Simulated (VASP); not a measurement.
OSZICAR of a VASP run on Au (relaxed from the simple-cubic structure, space group Pm-3m):

OSZICAR:
```
       N       E                     dE             d eps       ncg     rms          rms(c)
DAV:   1     0.323175202341E+02    0.32318E+02   -0.50224E+03  1761   0.860E+02
DAV:   2    -0.368621388350E+01   -0.36004E+02   -0.33380E+02  1635   0.171E+02
DAV:   3    -0.401248400078E+01   -0.32627E+00   -0.32566E+00  1773   0.161E+01
DAV:   4    -0.401359712862E+01   -0.11131E-02   -0.11126E-02  1634   0.104E+00
DAV:   5    -0.401360658015E+01   -0.94515E-05   -0.94512E-05  1758   0.963E-02    0.778E+00
DAV:   6    -0.366698070315E+01    0.34663E+00   -0.13099E+00  1538   0.107E+01    0.521E+00
DAV:   7    -0.365383926766E+01    0.13141E-01   -0.29176E-02  1628   0.156E+00    0.287E+00
DAV:   8    -0.365037442992E+01    0.34648E-02   -0.10206E-03  1593   0.333E-01    0.154E-01
DAV:   9    -0.365037447353E+01   -0.43611E-07   -0.96749E-06  1653   0.344E-02
   1 F= -.36503745E+01 E0= -.36505383E+01  d E =-.365037E+01
```

Task: Which electronic solver shows in the log?

Result: It is blocked Davidson (ALGO = Normal, or the opening steps of other solvers). The INCAR had ALGO = Normal.

Task: Can the final energy be trusted as converged?

Result: The run converged. It stopped with EDIFF = 1E-6, NELM = 100, NSW = 60 and EDIFFG = -0.01 after 1 ionic step (PBEsol GGA, plane waves, VASP's PBE PAW potentials (set 64)).

The structure was generated: Au was put into the simple-cubic type (Pm-3m), which need not be its known phase. It was relaxed first. The start is the result of an earlier pass.
